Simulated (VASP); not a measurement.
Given:

```xyz
6
Lattice="5.0987 0.0000 0.0000 0.0000 5.0987 0.0000 0.0000 0.0000 3.6281" Properties=species:S:1:pos:R:3 pbc="T T T"
Ce     2.5493     2.5493     1.8140
Ce     0.0000     5.0987     0.0000
O      4.1421     0.9565     1.8140
O      0.9565     4.1421     1.8140
O      1.5928     1.5928     0.0000
O      3.5059     3.5059     0.0000
```

The numbers are results of r2SCAN meta-GGA, VASP's PBE PAW potentials (set 64) (plane waves; VASP), not measurements. Settings: 520 eV cut-off, 6×6×8 Γ-centred mesh, Gaussian smearing of 0.010 eV, potentials Ce O.

**Question.** Estimate the energy per atom (σ→0), band gap (on the k-mesh) with the smallest direct gap where there is one.

**Answer.** 
```json
{
  "band gap (on the k-mesh)": "2.29 eV",
  "smallest direct gap (on the k-mesh)": "2.37 eV",
  "energy per atom (σ→0)": "-17.845 eV/atom"
}
```

The structure comes from a computed database's CeO2 entry (P4_2/mnm); how it stands against other phases isn't given here. It was relaxed first. The run is not spin-polarised, so no magnetic state was tried.
